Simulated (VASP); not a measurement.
Output of a VASP run:

File OSZICAR:
```
...
RMM:   3    -0.149241014089E+03   -0.13326E-02   -0.15927E-02   690   0.212E-01    0.152E-01
RMM:   4    -0.149240985059E+03    0.29029E-04   -0.23972E-03   692   0.807E-02    0.984E-02
RMM:   5    -0.149240986669E+03   -0.16096E-05   -0.73204E-04   690   0.420E-02    0.250E-02
RMM:   6    -0.149240992683E+03   -0.60138E-05   -0.12598E-04   595   0.163E-02    0.169E-02
RMM:   7    -0.149240996347E+03   -0.36647E-05   -0.34754E-05   483   0.860E-03
   7 F= -.14924100E+03 E0= -.14924100E+03  d E =-.184677E-01
       N       E                     dE             d eps       ncg     rms          rms(c)
DAV:   1    -0.149239608907E+03    0.13838E-02   -0.73734E+00   708   0.389E+00    0.465E-01
RMM:   2    -0.149243261081E+03   -0.36522E-02   -0.44170E-02   690   0.350E-01    0.115E-01
RMM:   3    -0.149243781337E+03   -0.52026E-03   -0.62461E-03   690   0.133E-01    0.940E-02
RMM:   4    -0.149243768398E+03    0.12940E-04   -0.94153E-04   692   0.504E-02    0.602E-02
RMM:   5    -0.149243768853E+03   -0.45502E-06   -0.28305E-04   689   0.261E-02    0.153E-02
RMM:   6    -0.149243771075E+03   -0.22221E-05   -0.49274E-05   519   0.102E-02
   8 F= -.14924377E+03 E0= -.14924377E+03  d E =-.212424E-01
       N       E                     dE             d eps       ncg     rms          rms(c)
DAV:   1    -0.149243645046E+03    0.12381E-03   -0.21825E-01   708   0.669E-01    0.853E-02
RMM:   2    -0.149243751288E+03   -0.10624E-03   -0.13077E-03   690   0.601E-02    0.211E-02
RMM:   3    -0.149243766906E+03   -0.15618E-04   -0.18804E-04   686   0.230E-02    0.137E-02
RMM:   4    -0.149243766744E+03    0.16201E-06   -0.28180E-05   443   0.877E-03
   9 F= -.14924377E+03 E0= -.14924377E+03  d E =-.212380E-01
       N       E                     dE             d eps       ncg     rms          rms(c)
DAV:   1    -0.149243758354E+03    0.85517E-05   -0.60726E-02   724   0.352E-01    0.434E-02
RMM:   2    -0.149243788489E+03   -0.30134E-04   -0.36240E-04   689   0.318E-02    0.103E-02
RMM:   3    -0.149243792686E+03   -0.41977E-05   -0.52159E-05   464   0.121E-02    0.794E-03
RMM:   4    -0.149243792528E+03    0.15850E-06   -0.77006E-06   375   0.440E-03
  10 F= -.14924379E+03 E0= -.14924379E+03  d E =-.212638E-01
       N       E                     dE             d eps       ncg     rms          rms(c)
DAV:   1    -0.149245571586E+03   -0.17789E-02   -0.77023E-01   708   0.142E+00    0.230E-01
RMM:   2    -0.149246372753E+03   -0.80117E-03   -0.93709E-03   690   0.152E-01    0.617E-02
RMM:   3    -0.149246476880E+03   -0.10413E-03   -0.12013E-03   690   0.582E-02    0.514E-02
RMM:   4    -0.149246482744E+03   -0.58646E-05   -0.19846E-04   692   0.228E-02    0.301E-02
RMM:   5    -0.149246485433E+03   -0.26891E-05   -0.50858E-05   519   0.113E-02
  11 F= -.14924649E+03 E0= -.14924649E+03  d E =-.269291E-02
       N       E                     dE             d eps       ncg     rms          rms(c)
DAV:   1    -0.149246951879E+03   -0.46914E-03   -0.44066E-01   708   0.107E+00    0.173E-01
RMM:   2    -0.149247420328E+03   -0.46845E-03   -0.54528E-03   690   0.116E-01    0.471E-02
RMM:   3    -0.149247483341E+03   -0.63013E-04   -0.70991E-04   691   0.445E-02    0.411E-02
RMM:   4    -0.149247486935E+03   -0.35938E-05   -0.11505E-04   619   0.175E-02    0.239E-02
RMM:   5    -0.149247488618E+03   -0.16829E-05   -0.30880E-05   456   0.866E-03
  12 F= -.14924749E+03 E0= -.14924749E+03  d E =-.369609E-02
```

File OUTCAR:
```
------------------------ aborting loop because EDIFF is reached ----------------------------------------
  FORCE on cell =-STRESS in cart. coord.  units (eV):
  Direction    XX          YY          ZZ          XY          YZ          ZX
  --------------------------------------------------------------------------------------
  Total        6.4279418      6.3809789      6.3797285      0.0146462     -0.0295819      0.0247127
  in kB        4.4273715      4.3950248      4.3941636      0.0100879     -0.0203751      0.0170213
  external PRESSURE =       4.4055200 kB  Pullay stress =       0.0000000 kB
  volume of cell :     2326.14
      direct lattice vectors                 reciprocal lattice vectors
    13.249887362  0.000000000  0.000000000     0.075472340  0.000000000  0.000000000
     0.000000000 13.249887362  0.000000000     0.000000000  0.075472340  0.000000000
     0.000000000  0.000000000 13.249887362     0.000000000  0.000000000  0.075472340
  FREE ENERGIE OF THE ION-ELECTRON SYSTEM (eV)
  ---------------------------------------------------
  free  energy   TOTEN  =      -149.2474886178 eV

  energy  without entropy=     -149.2474886175  energy(sigma->0) =     -149.24748862

 reached required accuracy - stopping structural energy minimisation
```
(Selected blocks of OUTCAR.)

**POSCAR**
```
Cd32SbTe31
1
   13.2498873621     0.0000000000     0.0000000000
    0.0000000000    13.2498873621    -0.0000000000
   -0.0000000000    -0.0000000000    13.2498873621
Cd Te Sb
32 31 1
Direct
  0.5000000000   0.0000000000   0.0000000000
  0.7500000000   0.2500000000   0.0000000000
  0.7500000000   0.0000000000   0.2500000000
  0.0000000000   0.0000000000   0.0000000000
  0.2500000000   0.2500000000   0.0000000000
  0.5000000000   0.5000000000   0.0000000000
  0.7500000000   0.7500000000   0.0000000000
  0.2500000000   0.0000000000   0.2500000000
  0.4981260000   0.2466770000   0.2532960000
  0.7491590000   0.4990650000   0.2511700000
  0.5000000000   0.0000000000   0.5000000000
  0.7520800000   0.2485490000   0.5036900000
  0.7500000000   0.0000000000   0.7500000000
  0.0000000000   0.5000000000   0.0000000000
  0.2500000000   0.7500000000   0.0000000000
  0.0000000000   0.2500000000   0.2500000000
  0.2500000000   0.5000000000   0.2500000000
  0.5000000000   0.7500000000   0.2500000000
  0.0000000000   0.0000000000   0.5000000000
  0.2500000000   0.2500000000   0.5000000000
  0.4995900000   0.4978740000   0.5029760000
  0.7500000000   0.7500000000   0.5000000000
  0.2500000000   0.0000000000   0.7500000000
  0.5000000000   0.2500000000   0.7500000000
  0.7500000000   0.5000000000   0.7500000000
  0.0000000000   0.7500000000   0.2500000000
  0.0000000000   0.5000000000   0.5000000000
  0.2500000000   0.7500000000   0.5000000000
  0.0000000000   0.2500000000   0.7500000000
  0.2500000000   0.5000000000   0.7500000000
  0.5000000000   0.7500000000   0.7500000000
  0.0000000000   0.7500000000   0.7500000000
  0.6250000000   0.1250000000   0.1250000000
  0.8750000000   0.3750000000   0.1250000000
  0.8750000000   0.1250000000   0.3750000000
  0.1250000000   0.1250000000   0.1250000000
  0.3750000000   0.3750000000   0.1250000000
  0.6250000000   0.6250000000   0.1250000000
  0.8750000000   0.8750000000   0.1250000000
  0.3750000000   0.1250000000   0.3750000000
  0.8750000000   0.6250000000   0.3750000000
  0.6250000000   0.1250000000   0.6250000000
  0.8750000000   0.3750000000   0.6250000000
  0.8750000000   0.1250000000   0.8750000000
  0.1250000000   0.6250000000   0.1250000000
  0.3750000000   0.8750000000   0.1250000000
  0.1250000000   0.3750000000   0.3750000000
  0.3750000000   0.6250000000   0.3750000000
  0.6250000000   0.8750000000   0.3750000000
  0.1250000000   0.1250000000   0.6250000000
  0.3750000000   0.3750000000   0.6250000000
  0.6250000000   0.6250000000   0.6250000000
  0.8750000000   0.8750000000   0.6250000000
  0.3750000000   0.1250000000   0.8750000000
  0.6250000000   0.3750000000   0.8750000000
  0.8750000000   0.6250000000   0.8750000000
  0.1250000000   0.8750000000   0.3750000000
  0.1250000000   0.6250000000   0.6250000000
  0.3750000000   0.8750000000   0.6250000000
  0.1250000000   0.3750000000   0.8750000000
  0.3750000000   0.6250000000   0.8750000000
  0.6250000000   0.8750000000   0.8750000000
  0.1250000000   0.8750000000   0.8750000000
  0.6253600000   0.3786060000   0.3780660000
```

Problem. Reconstruct the remaining input files.

Solution. Several could match; the one computed here: the input of the run itself, PBE GGA, plane waves, VASP's PBE PAW potentials (set 64).

### INCAR
```
ALGO  =  Fast   # Davidson, then RMM-DIIS
IBRION  =  2   # conjugate gradients
ISMEAR  =  0   # Gaussian
NSW  =  60   # most ionic steps
SIGMA  =  0.05   # width (eV)
SYSTEM  =  Cd32SbTe31
GGA  =  PE   # PBE
ISIF  =  2   # forces and stress, cell fixed
LWAVE  =  .FALSE.
ISYM  =  0
NELECT  =  576.0
LMAXMIX  =  4   # l cut-off of mixed one-centre charges
EDIFF  =  1E-5   # SCF stop (eV)
LREAL  =  Auto
NELMIN  =  4
ENCUT  =  400   # plane-wave cut-off (eV)
EDIFFG  =  -0.03   # ionic stop
LASPH  =  .TRUE.   # aspherical one-centre terms
PREC  =  Normal
LCHARG  =  .FALSE.
NELM  =  100
```

KPOINTS:
```
Automatic mesh
0
Gamma
1 1 1
0 0 0
```

POTCAR, in this order: Cd Te Sb (PBE.64 set). Program: vasp_gam.

The cell is charged, with a uniform compensating background. The supercell is sampled at Γ alone, which is coarse: total energies, pressure and levels can be off, energies of defects by several tenths of an eV.

The cell is a supercell with a defect, built from CdTe (zinc blende): Sb_Te, charge -1. The run is not spin-polarised, so no state with unpaired spins was tried.
